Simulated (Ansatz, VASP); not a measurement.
# Cross-check of TiTe2 between VASP and Ansatz

One calculation is typed for both programs; each brings its own data sets and cutoff. How far apart do they land? The structure shown is the end of the Ansatz relaxation below.

Calculated with Ansatz 0.2.0; plane waves, with VASP 6.6.1 beside it; single point at PBE and single point at r2SCAN.

### Step 1. The starting structure

The cell holds 9 atoms: 6 Te and 3 Ti. Its edges and angles: a = 6.542 Å, b = 6.542 Å, c = 18.415 Å, α = 90.0°, β = 90.0°, γ = 120.0°. It derives from TiTe2. As first built, before any earlier steps moved the atoms: kind rattled sheet; phase T; cells 3; start_displacement_ang 0.12. Vacuum lies along c.

### Step 2. Ansatz: relaxation, PBE

Ansatz runs on its default PAW (the set named soft_2) files.

This run makes the geometry at which the two programs are then compared.

input.yaml reads:

```yaml
crystal:
  lattice:
    - [5.6655, 3.27097795, 0.0]
    - [-5.6655, 3.27097795, 0.0]
    - [0.0, 0.0, 18.4153488]
  atoms:
    - { symbol: Te, position: [0.00534445, 0.33335892, 0.59123204] }
    - { symbol: Te, position: [0.68295505, 0.67484855, 0.59101058] }
    - { symbol: Te, position: [0.33097215, 1.00755825, 0.58643497] }
    - { symbol: Ti, position: [-0.02707636, -0.01642093, 0.50536127] }
    - { symbol: Ti, position: [0.6613481, 0.32458266, 0.50529302] }
    - { symbol: Ti, position: [0.36002839, 0.69395024, 0.5031406] }
    - { symbol: Te, position: [0.65152262, -0.0174416, 0.416176] }
    - { symbol: Te, position: [-0.00470165, 0.66312676, 0.41035114] }
    - { symbol: Te, position: [0.34700432, 0.35325977, 0.40575472] }
kpoints:
  mp_grid: { grid: [6, 6, 1] }
scf:
  occupations: { method: fermi_dirac, width: 0.02 }
  n_extra_bands: 9
hamiltonian:
  xc: pbe
  pseudopotentials: { kind: paw }
output:
  forces: true
  write_potential: true
  volumetric_format: []
relax:
  f_tol: 0.015
  max_steps: 90
```

The run is started by

```
$ ansatz run input.yaml --threads 8 --pin off --max-ram 14336MiB --backend cpu --events-out ev --progress --plain --runs-dir out
```

Numbers of over 12 decimals in the logs are rounded to 6 here.

The log of the run:

```text
scf.n_extra_bands = 9 over 66 filled bands (N_el = 132.0): the run solves 75 bands
Engine: ansatz 0.2.0, aarch64-unknown-linux-gnu
Pseudopotentials: kind: paw
Pseudopotential: Te, paw, valence charge 16, recommended cutoff 420 eV (normal), Te.paw.azcp
Pseudopotential: Ti, paw, valence charge 12, recommended cutoff 420 eV (normal), Ti.paw.azcp
Functional definition: PBE
  parameter kappa = 0.804
  parameter beta = 0.066725
  exchange = pbe_x(kappa = kappa, mu = beta*pi^2/3)
  correlation = pbe_c(beta = beta)
Crystal: 9 atoms, lattice volume = 682.536 Å³
Basis set: ecut = 420 eV, 13225 PW (Γ), exchange–correlation on 90×90×250 points (8 copies of the dense FFT grid, shifted against one another)
Bands: 75, of which v1, the nominal top of the filled ones, is band 66 counted from 1 (65 counted from 0)
Symmetry: 1 space group operations
Space group: P1 (ITA 1), of the structure as read, at distance tolerance 8.8e-5 Å
k-points: 20 of 36 (time reversal used)
Non-local potential: Te, projectors of the file, l = 0: 2, l = 1: 2, l = 2: 2, l = 3: 2
Non-local potential: Ti, projectors of the file, l = 0: 3, l = 1: 2, l = 2: 3, l = 3: 1
PAW form: soft (Blöchl's): semilocal exchange-correlation on the pseudo side does not see the compensation charge
PAW one-centre angular grid: Te, 590 points (default); XC on 64 Gauss nodes
PAW one-centre angular grid: Ti, 590 points (default); XC on 64 Gauss nodes
Initial density: superposition of atomic densities (neutral atoms: chi_scale 0, normalization atom), corrected by the library's trained network
Initial wavefunctions: pseudopotential atomic-orbital guess
Functional: x = pbe(κ = 0.804, μ = 0.219515), c = pbe(β = 0.066725)
SCF iter   1: F=—  HF=-49384.036000 eV  |F-HF|=—  |Δ(HF+E_count)|=         —  Δρ=3.14e-3  dr2=2.04e-1  ethr=1.77e-3  ⟨swp⟩=8.0  Hψ=5994  notcnv=0
preconditioner: auto → LDOS  [metal: Δε(μ)=0.037 eV  Ē_g=5.606 eV  σ=0.020 eV  W_gap=0.36  n_scr=108 (ndim 8)  ℏωp=9.8 eV  f_vac=0.618  D(μ)=3.58/eV (n_scr^D=4)  β→1.0]
SCF iter   2: F=—  HF=-49384.066390 eV  |F-HF|=—  |Δ(HF+E_count)|=   3.04e-2  Δρ=4.65e-3  dr2=5.04e-1  ethr=1.55e-4  ⟨swp⟩=4.0  Hψ=3648  notcnv=0  defer=35
SCF iter   3: F=—  HF=-49384.020033 eV  |F-HF|=—  |Δ(HF+E_count)|=   4.64e-2  Δρ=5.24e-4  dr2=5.03e-3  ethr=1.55e-4  ⟨swp⟩=3.0  Hψ=2084  notcnv=0  defer=35
SCF iter   4: F=—  HF=-49384.019527 eV  |F-HF|=—  |Δ(HF+E_count)|=   5.06e-4  Δρ=1.89e-4  dr2=3.70e-4  ethr=3.81e-6  ⟨swp⟩=2.0  Hψ=2442  notcnv=0  defer=35
SCF iter   5: F=—  HF=-49384.019420 eV  |F-HF|=—  |Δ(HF+E_count)|=   1.07e-4  Δρ=4.70e-5  dr2=3.31e-5  ethr=2.80e-7  ⟨swp⟩=3.0  Hψ=2793  notcnv=0  defer=35
SCF iter   6: F=-49384.019423 eV  HF=-49384.019421 eV  |F-HF|=2.13e-6  |Δ(HF+E_count)|=   8.35e-7  Δρ=1.48e-5  dr2=1.13e-6  ethr=4.26e-9  ⟨swp⟩=12.8  Hψ=13820  notcnv=0
SCF 1 converged in 6 iterations: F = -49384.019423 eV  dr2 = 1.13e-6
  greatest PAW one-centre occupation: 0.999 electrons in one spin orbital (limit 2), on the Ti atom at site 4 (counted from 0), in its partial waves of l = 0
relax step   1: F+E_penalty+E_count = -49384.01942321 eV  Δ(F+E_penalty+E_count) = +0.000e0 eV  max|allowed force component| = 2.485e0 eV/Å  Δτ_max = 0.0000 Å  (6 SCF iters, dr2 threshold 5.63e-6 eV, accepted)
[...]
relax step   2: F+E_penalty+E_count = -49384.91658194 eV  Δ(F+E_penalty+E_count) = -8.972e-1 eV  max|allowed force component| = 2.842e-1 eV/Å  Δτ_max = 0.1952 Å  (6 SCF iters, dr2 threshold 1.00e-4 eV, accepted)
[...]
relax step   4: F+E_penalty+E_count = -49384.95196380 eV  Δ(F+E_penalty+E_count) = -1.265e-4 eV  max|allowed force component| = 7.434e-4 eV/Å  Δτ_max = 0.0027 Å  (6 SCF iters, accepted)
NSCF: frozen V_eff on 20 k-points
the band table was solved once a step of the walk had ended and its energy, with any forces and stress, was formed, with the checks that follow a solve (6526 applications of the Hamiltonian). They found nothing against the state; the energy, forces and stress were not computed again (output.eigenvalues in the input reference)
WARN: The input density's exchange-correlation potential varies sharply where the density is thin. Do not read a vacuum level from v_tot or v_xc, or from such a field of the output density. On a cell that repeats whose density bears no net charge and no dipole along the vacuum's axis use v_es (v_loc + v_h of the components); under efield.dipole_correction with no amplitude use v_es + v_field, which holds any external [...]
SCF converged after 6 iterations
Free energy (F): -49384.951964 eV
Harris-Foulkes:  -49384.951964 eV  (|F-HF|=1.38e-8)
Internal energy: -49384.943427 eV  (E = F + TS)
E sigma→0 (E₀):  -49384.947696 eV
Entropy (-TS):   -0.008536 eV (-0.948 meV/atom)
Fermi energy:    0.477893 eV
--- Per-component energies (eV) ---
  E_band       = -3285.478062
  E_kinetic    = 1895.257984
  E_local      = -74935.585174  (includes V_loc(G=0)·N_el)
  E_nonlocal   = -1836.461941
  E_hartree    = 37686.763102
  E_xc         = -1037.344277
  E_vxc        = -989.465177  (∫ρ·V_xc dr)
  E_paw        = -31117.163396  (= ΣΔE_a)
  E_vpaw       = -2792.742784  (= ΣTr[D̂ρ^β])
  E_aug_tail   = -0.000650  (compensation charges beyond the density's cutoff)
  E_ewald      = 19959.590925
  E_smearing   = -0.008536  (= −TS)
  E_closure    = 0.000000  (closes the sum)
  Σ components = -49384.951964   (vs F -49384.951964, Δ=0.00e0)
--- Forces (eV/Å), atoms counted from 1 ---
  atom   1  Te    -0.00010442    -0.00006084     0.00074424
  atom   2  Te    -0.00019442    -0.00028137     0.00045087
  atom   3  Te     0.00023313    -0.00019353     0.00063922
  atom   4  Ti    -0.00004826     0.00017350    -0.00005338
  atom   5  Ti     0.00009903     0.00027408     0.00013724
  atom   6  Ti     0.00006049     0.00043979    -0.00018883
  atom   7  Te    -0.00014765    -0.00009426    -0.00064860
  atom   8  Te     0.00011781    -0.00013298    -0.00034721
  atom   9  Te    -0.00001324    -0.00010825    -0.00072624
  max |Σ_I F_I| component: 1.61e-5 eV/Å
--- Band table (eV; the first three rows and the last of 20) ---
  k-point 0: bands = [... 62 lower, -1.0535, -0.9093, 0.8590, 0.8590, 0.9767, 1.4671, 1.4672, 1.5309, ... 5 higher]
  k-point 1: bands = [... 62 lower, -1.0440, -0.5602, 0.2814, 0.5036, 0.9253, 1.2439, 1.3833, 1.5722, ... 5 higher]
  k-point 2: bands = [... 62 lower, -0.9269, -0.8286, -0.5024, -0.0557, 0.8253, 0.9223, 1.2000, 1.5375, ... 5 higher]
  k-point 19: bands = [... 62 lower, -1.0029, -0.4515, -0.4514, -0.2358, 0.3489, 0.9958, 0.9958, 1.5550, ... 5 higher]
--- Relaxed structure (4 steps of the walk, 4 accepted, 0 SCFs on fresh bases) ---
  F+E_penalty+E_count = -49384.95196380 eV   max|allowed force component| = 7.434e-4 eV/Å
  atoms:
    - { symbol: Te, position: [0.000821056, 0.335201, 0.595712] }
    - { symbol: Te, position: [0.667502, 0.668540, 0.595715] }
    - { symbol: Te, position: [0.334163, 1.001885, 0.595713] }
    - { symbol: Ti, position: [0.000814324, 0.00185834, 0.501639] }
    - { symbol: Ti, position: [0.667479, 0.335197, 0.501635] }
    - { symbol: Ti, position: [0.334139, 0.668524, 0.501644] }
    - { symbol: Te, position: [0.667490, 0.00186396, 0.407567] }
    - { symbol: Te, position: [0.000829787, 0.668543, 0.407563] }
    - { symbol: Te, position: [0.334158, 0.335211, 0.407566] }
```

Reading the cycles: dr2 is the Hartree energy of the density residual (eV), the measure of convergence; HF is the Harris–Foulkes estimate of the energy, which meets the free energy F at convergence.

### Step 3. VASP: single point, PBE

The same cell, functional, mesh and smearing now go to VASP, with its own data sets and cutoff.

Lines of VASP's logs that name or quote its potential files are left out, and so is its time.

INCAR reads:

```
SYSTEM = TiTe2
PREC = Accurate
ENCUT = 400
EDIFF = 1E-06
NELM = 100
ISMEAR = -1
SIGMA = 0.02
LREAL = .FALSE.
ALGO = Normal
GGA = PE
NBANDS = 45
LASPH = .TRUE.
LORBIT = 11
LWAVE = .FALSE.
LCHARG = .FALSE.
KPAR = 4
ISIF = 0
```

POSCAR reads:

```
TiTe2
1.0
    5.6655000000      3.2709779500      0.0000000000
   -5.6655000000      3.2709779500      0.0000000000
    0.0000000000      0.0000000000     18.4153488000
Te Ti
6 3
Direct
    0.0008210558      0.3352005531      0.5957122437
    0.6675018210      0.6685398184      0.5957145578
    0.3341632510      0.0018849014      0.5957132524
    0.6674896420      0.0018639566      0.4075667400
    0.0008297869      0.6685430336      0.4075625408
    0.3341582475      0.3352109221      0.4075664814
    0.0008143242      0.0018583375      0.5016389408
    0.6674794782      0.3351966662      0.5016354980
    0.3341394635      0.6685244311      0.5016440851
```

KPOINTS reads:

```
Automatic mesh
0
Gamma
6 6 1
0 0 0
```

Potentials, in the order of the species: Te and Ti_sv (PBE family, release 64).

The run is started by

```
$ mpirun -np 4 vasp_std
```

The log of the run:

```text
[banner, memory and clock lines left out]
running    4 mpi-ranks, on    1 nodes
 distrk:  each k-point on    1 cores,    4 groups
 distr:  one band on    1 cores,    1 groups

 POSCAR found type information on POSCAR TeTi
 POSCAR found :  2 types and       9 ions
 LDA part: xc-table for (Slater+PW92), standard interpolation
 POSCAR, INCAR and KPOINTS ok, starting setup
 FFT: planning ... GRIDC
 FFT: planning ... GRID_SOFT
 FFT: planning ... GRID
 WAVECAR not read
 entering main loop
       N       E                     dE             d eps       ncg     rms          rms(c)
DAV:   1     0.540992851803E+03    0.54099E+03   -0.27796E+04  1442   0.106E+03
DAV:   2     0.179362622010E+02   -0.52306E+03   -0.51374E+03  1512   0.298E+02
DAV:   3    -0.462340142623E+02   -0.64170E+02   -0.63697E+02  1663   0.958E+01
DAV:   4    -0.553504618445E+02   -0.91164E+01   -0.90938E+01  2116   0.298E+01
DAV:   5    -0.558233658777E+02   -0.47290E+00   -0.47281E+00  1636   0.653E+00    0.209E+01
DAV:   6    -0.559924210306E+02   -0.16906E+00   -0.14104E+02  1578   0.485E+01    0.288E+01
DAV:   7    -0.496441924264E+02    0.63482E+01   -0.12243E+02  1547   0.432E+01    0.109E+01
DAV:   8    -0.488846863521E+02    0.75951E+00   -0.43362E+00  1469   0.934E+00    0.578E+00
DAV:   9    -0.486350922884E+02    0.24959E+00   -0.49955E+00  1626   0.939E+00    0.340E+00
DAV:  10    -0.485942241739E+02    0.40868E-01   -0.18318E+00  1534   0.660E+00    0.199E+00
DAV:  11    -0.485454611956E+02    0.48763E-01   -0.14182E-01  1533   0.200E+00    0.125E+00
DAV:  12    -0.485356726395E+02    0.97886E-02   -0.40506E-02  1684   0.915E-01    0.941E-01
DAV:  13    -0.485325322927E+02    0.31403E-02   -0.21796E-02  1588   0.677E-01    0.593E-01
DAV:  14    -0.485315424441E+02    0.98985E-03   -0.21168E-03  1530   0.192E-01    0.246E-01
[...]
DAV:  20    -0.485317487990E+02   -0.72968E-04   -0.17940E-05  1267   0.156E-02    0.209E-02
DAV:  21    -0.485318183476E+02   -0.69549E-04   -0.30889E-06  1022   0.709E-03    0.104E-02
DAV:  22    -0.485318401348E+02   -0.21787E-04   -0.15194E-06   894   0.680E-03    0.108E-02
DAV:  23    -0.485318677082E+02   -0.27573E-04   -0.15643E-06   865   0.388E-03    0.433E-03
DAV:  24    -0.485318888356E+02   -0.21127E-04   -0.14613E-06   953   0.444E-03    0.228E-03
DAV:  25    -0.485318903599E+02   -0.15243E-05   -0.84070E-08   595   0.142E-03    0.132E-03
DAV:  26    -0.485318935675E+02   -0.32076E-05   -0.15695E-07   623   0.137E-03    0.555E-04
DAV:  27    -0.485318939758E+02   -0.40828E-06   -0.38296E-08   585   0.714E-04
   1 F= -.48531894E+02 E0= -.48527586E+02  d E =-.861595E-02
```

Parts of OUTCAR (step 3):

```text
ion  position               nearest neighbor table
   1  0.001  0.335  0.596-   9 2.78   7 2.79   8 2.79
   2  0.668  0.669  0.596-   7 2.78   8 2.79   9 2.79
   3  0.334  0.002  0.596-   8 2.78   7 2.79   9 2.79
   4  0.667  0.002  0.408-   7 2.78   8 2.79   9 2.79
   5  0.001  0.669  0.408-   7 2.79   9 2.79   8 2.79
   6  0.334  0.335  0.408-   8 2.78   9 2.79   7 2.79
   7  0.001  0.002  0.502-   2 2.78   4 2.78   5 2.79   3 2.79   1 2.79   6 2.79
   8  0.667  0.335  0.502-   6 2.78   3 2.78   4 2.79   2 2.79   1 2.79   5 2.79
   9  0.334  0.669  0.502-   1 2.78   6 2.79   5 2.79   3 2.79   2 2.79   4 2.79

  LATTYP: Found a hexagonal cell.
 ALAT       =     6.5419559001
 C/A-ratio  =     2.8149607061

 Subroutine GETGRP returns: Found  2 space group operations
 (whereof  1 operations were pure point group operations)

The static configuration has the point symmetry C_1 .
 The point group associated with its full space group is C_1h.

 Found     13 irreducible k-points:

   k-points           NKPTS =     13   k-points in BZ     NKDIM =     13   number of bands    NBANDS=     45

   dimension x,y,z NGX =    48 NGY =   48 NGZ =  120
   dimension x,y,z NGXF=    96 NGYF=   96 NGZF=  240

   ENCUT  =  400.0 eV  29.40 Ry    5.42 a.u.  10.67 10.67 30.03*2*pi/ulx,y,z

   NELECT =      72.0000    total number of electrons

 k-points in reciprocal lattice and weights: Automatic mesh
   0.00000000  0.00000000  0.00000000       0.028
   0.16666667  0.00000000  0.00000000       0.111
  -0.16666667  0.16666667  0.00000000       0.056
   0.33333333  0.00000000  0.00000000       0.111
  -0.33333333  0.33333333  0.00000000       0.056
   0.50000000  0.00000000  0.00000000       0.056
   0.50000000  0.50000000  0.00000000       0.028
   0.16666667  0.16666667  0.00000000       0.056
  -0.16666667  0.33333333  0.00000000       0.111
   0.33333333  0.16666667  0.00000000       0.111
  -0.16666667  0.50000000  0.00000000       0.111
   0.50000000  0.33333333  0.00000000       0.111
   0.33333333  0.33333333  0.00000000       0.056

 average (electrostatic) potential at core
       1 -94.7857       2 -94.7856       3 -94.7858       4 -94.7857       5 -94.7859
       6 -94.7856       7 -82.4022       8 -82.4017       9 -82.4020

 E-fermi :  -0.7451

 k-point     1 :       0.0000    0.0000    0.0000
  band No.  band energies     occupation
    ...
     30      -2.6735      2.00000
     31      -2.6733      2.00000
     32      -2.2780      2.00000
     33      -2.2780      2.00000
     34      -2.1268      2.00000
     35      -0.3672      0.00000
     36      -0.3672      0.00000
     37      -0.2441      0.00000
     38       0.2415      0.00000
     39       0.2418      0.00000
    ...

 k-point     2 :       0.1667    0.0000    0.0000
  band No.  band energies     occupation
    ...
     31      -2.6295      2.00000
     32      -2.5213      2.00000
     33      -2.2682      2.00000
     34      -1.7775      2.00000
     35      -0.9390      1.99988
     36      -0.7204      0.45112
     37      -0.2975      0.00000
     38       0.0201      0.00000
     39       0.1588      0.00000
     40       0.3483      0.00000
    ...

 k-point     3 :      -0.1667    0.1667    0.0000
  band No.  band energies     occupation
    ...
     31      -2.6296      2.00000
     32      -2.5213      2.00000
     33      -2.2683      2.00000
     34      -1.7775      2.00000
     35      -0.9390      1.99988
     36      -0.7204      0.45104
     37      -0.2975      0.00000
     38       0.0201      0.00000
     39       0.1588      0.00000
     40       0.3483      0.00000
    ...

  energy-cutoff  :      400.00
  volume of cell :      682.54
      direct lattice vectors                 reciprocal lattice vectors
     5.665500000  3.270977950  0.000000000     0.088253464  0.152859484  0.000000000
    -5.665500000  3.270977950  0.000000000    -0.088253464  0.152859484  0.000000000
     0.000000000  0.000000000 18.415348800     0.000000000  0.000000000  0.054302528

 POSITION                                       TOTAL-FORCE (eV/Angst)
 -----------------------------------------------------------------------------------
     -1.89443      1.09912     10.97025         0.000000     -0.000203      0.012495
     -0.00588      4.37016     10.97029        -0.000190     -0.000337      0.012314
      1.88252      1.09921     10.97027         0.000190     -0.000337      0.012314
      3.77110      2.18944      7.50548         0.000000     -0.000244     -0.012367
     -3.78293      2.18950      7.50541         0.000027     -0.000221     -0.012281
     -0.00596      2.18949      7.50548        -0.000027     -0.000221     -0.012281
     -0.00591      0.00874      9.23786        -0.000052      0.000430      0.000015
      1.88255      3.27973      9.23779         0.000052      0.000430      0.000015
     -1.89446      3.27969      9.23795        -0.000000      0.000703     -0.000224
 -----------------------------------------------------------------------------------
    total drift:                                0.039405      0.001640     -0.000252

  FREE ENERGIE OF THE ION-ELECTRON SYSTEM (eV)
  ---------------------------------------------------
  free  energy   TOTEN  =       -48.5318939758 eV

  energy  without entropy=      -48.5232780306  energy(sigma->0) =      -48.52758600

 total charge
# of ion       s       p       d       tot
------------------------------------------
    1        1.383   2.000   0.032   3.415
    2        1.383   2.000   0.032   3.415
    3        1.383   2.000   0.032   3.415
    4        1.383   2.000   0.032   3.415
    5        1.383   2.000   0.032   3.415
    6        1.383   2.000   0.032   3.415
    7        2.167   6.120   1.842  10.129
    8        2.167   6.120   1.842  10.129
    9        2.167   6.120   1.842  10.129
--------------------------------------------------
tot         14.796  30.362   5.721  50.879

[... 3 further parts left out ...]
```

### Step 4. Side by side

Known differences besides the PAW data sets themselves: the data sets hold 132 valence electrons in Ansatz (default PAW (the set named soft_2) files) and 72 in VASP; the cutoff is 420 eV in Ansatz and 400 eV in VASP. Total energies have different zeros and are not compared.

At this near-relaxed geometry the largest component of a force difference is 12 meV/Å.

(Part 1 of 2 ends here.)

[Lines on the potential files, build, host, timing and source positions are cut from VASP's logs without a mark.]

[Logs are printed without paths, hosts, clocks, repeated set-up lines and the standing remarks that a program may print on its own settings, such as how far it seeks lower states.]

[Hosts, paths, dates, database ids (printed as entryN), source tags and the programs' standing remarks are cut or masked in the printed files.]
